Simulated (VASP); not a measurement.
Here is a VASP 6.6.1 calculation.

File INCAR:

```
PREC = Accurate
ENCUT = 600
EDIFF = 1E-6
ISMEAR = 1
SIGMA = 0.1
LREAL = False
LASPH = True
NELM = 120
ALGO = Normal
ISIF = 3
LWAVE = False
LCHARG = False
METAGGA = R2SCAN
LMIXTAU = True
IBRION = 2
NSW = 60
EDIFFG = -0.005
```

Contents of KPOINTS:

```
regular mesh
0
Gamma
  18 18 18
```

The input POSCAR:

```
Nb
1.0
   -1.6350000000      1.6350000000      1.6350000000
    1.6350000000     -1.6350000000      1.6350000000
    1.6350000000      1.6350000000     -1.6350000000
Nb
1
Direct
    0.0000000000      0.0000000000      0.0000000000
```

Potentials or basis: VASP PAW PBE potentials, release 64 (Nb_sv).

Run with:

```console
$ cat potpaw_PBE.64/Nb_sv/POTCAR > POTCAR
$ mpirun -np 1 vasp_std > vasp.out
```

Q: What does it give for the space group after relaxing (to 0.05 Å)?

A: Im-3m (No. 229).

Q: Estimate the relaxed cell.

A: a = 2.861 Å, b = 2.861 Å, c = 2.861 Å, α = 109.47°, β = 109.47°, γ = 109.47°.

Q: Estimate the relaxed volume.

A: 18.03 Å³/atom.

Q: Estimate the band gap on the k mesh.

A: None (metal or under the smearing width).

The path:
| step | energy change (eV) | largest force (eV/Å) | pressure (GPa) | volume (Å³) |
| --- | --- | --- | --- | --- |
| 1 | 0.0000 | 0.0000 | 5.57 | 17.48 |
| 2 | 0.0207 | 0.0000 | -8.91 | 19.07 |
| 3 | -0.0092 | 0.0000 | -0.09 | 18.04 |
| 4 | -0.0092 | 0.0000 | 0.02 | 18.03 |

Caveat: the PAW data sets were made with another functional, which shifts forces and pressure a little.
